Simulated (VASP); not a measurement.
All values below come from PBEsol GGA + U (Dudarev), VASP's PBE PAW potentials (set 64) (plane waves; VASP).

VASP ran on this input.

**POSCAR**
```
Ba2ScO3F
1.0
 -2.0810050000   2.0810050000   6.8057400000
  2.0810050000  -2.0810050000   6.8057400000
  2.0810050000   2.0810050000  -6.8057400000
Ba Sc O F
2 1 3 1
direct
  0.6366000000   0.6366000000   0.0000000000
  0.3613500000   0.3613500000   0.0000000000
  0.9874000000   0.9874000000   0.0000000000
  0.0059800000   0.5059800000   0.5000000000
  0.5059800000   0.0059800000   0.5000000000
  0.8381700000   0.8381700000   0.0000000000
  0.1645300000   0.1645300000   0.0000000000
```

**INCAR**
```
ALGO = Normal
EDIFF = 1E-6
ENCUT = 400
GGA = PS
ISIF = 2
ISMEAR = 0
LASPH = .TRUE.
LCHARG = .FALSE.
LDAU = .TRUE.
LDAUJ = 0 0 0 0
LDAUL = -1 2 -1 -1
LDAUTYPE = 2
LDAUU = 0 8.0 0 0
LMAXMIX = 4
LREAL = .FALSE.
LWAVE = .FALSE.
NELM = 100
PREC = Accurate
SIGMA = 0.01
SYSTEM = Ba2ScO3F
```

File KPOINTS:
```
Automatic mesh
0
Gamma
6 6 6
0 0 0
```

POTCAR, in this order: Ba_sv Sc_sv O F (PBE.64 set). Program: vasp_std.

What does the run give for the energy per atom (σ→0), largest force?

```yaml
energy per atom (σ→0): -6.890 eV/atom
largest_force: 0.02734 Ha/bohr
```

**OSZICAR**
```
...
DAV:  10    -0.482307206038E+02   -0.29429E-02   -0.29504E-02  3120   0.122E+00    0.183E-01
DAV:  11    -0.482313282593E+02   -0.60766E-03   -0.58028E-03  2976   0.466E-01    0.770E-02
DAV:  12    -0.482315243997E+02   -0.19614E-03   -0.16459E-03  3064   0.233E-01    0.496E-02
DAV:  13    -0.482315747132E+02   -0.50314E-04   -0.30189E-04  2624   0.109E-01    0.142E-02
DAV:  14    -0.482315818183E+02   -0.71051E-05   -0.11656E-04  2888   0.566E-02    0.148E-02
DAV:  15    -0.482315790397E+02    0.27786E-05   -0.15291E-05  2704   0.210E-02    0.523E-03
DAV:  16    -0.482315794171E+02   -0.37743E-06   -0.45515E-06  2160   0.119E-02
   1 F= -.48231579E+02 E0= -.48231579E+02  d E =-.384978E-94
```

The structure comes from a computed database's Ba2ScO3F entry; how it stands against other phases isn't given here. The cell was not relaxed at this level. The run is one of a series of settings (LDAU = .TRUE., LDAUJ = 0 0 0 0, LDAUL = -1 2 -1 -1, LDAUTYPE = 2, LDAUU = 0 8.0 0 0 against the base run), some of them coarse on purpose.
